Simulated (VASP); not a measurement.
Data:

```xyz
3
Lattice="1.8012 -3.1197 0.0000 1.8012 3.1197 0.0000 0.0000 0.0000 5.7630" Properties=species:S:1:pos:R:3 pbc="T T T"
Hf     1.8012    -3.1197     0.0000
S      1.8012     1.0399     1.4520
S      1.8012    -1.0399     4.3109
```

Method: PBE GGA with D3 dispersion (Becke-Johnson damping), VASP's PBE PAW potentials (set 64) (plane waves; VASP 6.6.1). Numerical set-up: 520 eV cut-off, 8×8×5 Γ-centred mesh, tetrahedra with Blöchl corrections, potentials Hf_pv S.

**Question.** Predict the energy per atom (σ→0).

**Answer.** 
energy per atom (σ→0): -7.962 eV/atom

The compound is HfS2 in the 1T layered structure. It was relaxed first.
